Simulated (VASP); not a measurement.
A run of VASP 6.6.1 is set up as follows.

INCAR

```
  PREC = Accurate
  ENCUT = 600
  EDIFF = 1E-7
  ISMEAR = 0
  SIGMA = 0.02
  LREAL = False
  LASPH = True
  NELM = 100
  ALGO = Normal
  ISIF = 3
  LWAVE = False
  LCHARG = False
  GGA = PE
  IVDW = 12
  IBRION = 2
  NSW = 90
  EDIFFG = -0.005
```

Contents of KPOINTS:

```
regular mesh
0
Gamma
  9 9 6
```

The input POSCAR:

```
PtS2
1.0
    3.5487421900      0.0000000000      0.0000000000
   -1.7743710900      3.0733008900      0.0000000000
    0.0000000000      0.0000000000      5.5970665400
Pt S
1 2
Direct
    0.0000000000      0.0000000000      0.0000000000
    0.6666666700      0.3333333300      0.7796640600
    0.3333333300      0.6666666700      0.2203359400
```

Potentials or basis: VASP PAW PBE potentials, release 64 (Pt, S).

Command:

```console
$ cat potpaw_PBE.64/Pt/POTCAR potpaw_PBE.64/S/POTCAR > POTCAR
$ mpirun -np 1 vasp_std > vasp.out
```

Q: Predict the space group after relaxing (to 0.05 Å).

A: P-3m1 (No. 164).

Q: Predict the dispersion energy per atom.

A: -0.451 eV.

Q: Estimate the relaxed volume.

A: 17.30 Å³/atom.

The path:
| step | energy change (eV) | largest force (eV/Å) | pressure (GPa) | volume (Å³) |
| --- | --- | --- | --- | --- |
| 1 | 0.0000 | 0.0577 | -1.14 | 61.04 |
| 2 | -0.0042 | 0.3229 | 1.08 | 59.78 |
| 3 | -0.0046 | 0.2653 | 0.59 | 60.04 |
| 4 | -0.0096 | 0.2710 | 0.58 | 59.73 |
| 5 | -0.0240 | 0.2907 | 0.59 | 58.79 |
| 6 | -0.0494 | 0.3427 | 0.76 | 56.87 |
| 7 | -0.0776 | 0.4927 | 1.96 | 52.94 |
| 8 | -0.0889 | 0.2422 | -0.15 | 53.01 |
| 9 | -0.0901 | 0.1284 | -1.10 | 53.05 |
| 10 | -0.0938 | 0.0764 | -0.95 | 52.73 |
| 11 | -0.0977 | 0.0605 | -0.53 | 51.93 |
| 12 | -0.0977 | 0.0534 | -0.56 | 51.97 |
| 13 | -0.0980 | 0.0287 | 0.28 | 51.76 |
| 14 | -0.0981 | 0.0029 | 0.02 | 51.82 |
| 15 | -0.0981 | 0.0018 | 0.01 | 51.83 |
| 16 | -0.0981 | 0.0008 | -0.01 | 51.83 |
| 17 | -0.0981 | 0.0009 | 0.00 | 51.83 |
| 18 | -0.0981 | 0.0058 | 0.02 | 51.83 |
| 19 | -0.0981 | 0.0071 | 0.03 | 51.83 |
| 20 | -0.0981 | 0.0098 | -0.02 | 51.86 |
| 21 | -0.0981 | 0.0105 | -0.03 | 51.86 |
| 22 | -0.0981 | 0.0078 | 0.00 | 51.87 |
| 23 | -0.0981 | 0.0004 | 0.04 | 51.88 |
| 24 | -0.0981 | 0.0009 | 0.02 | 51.89 |
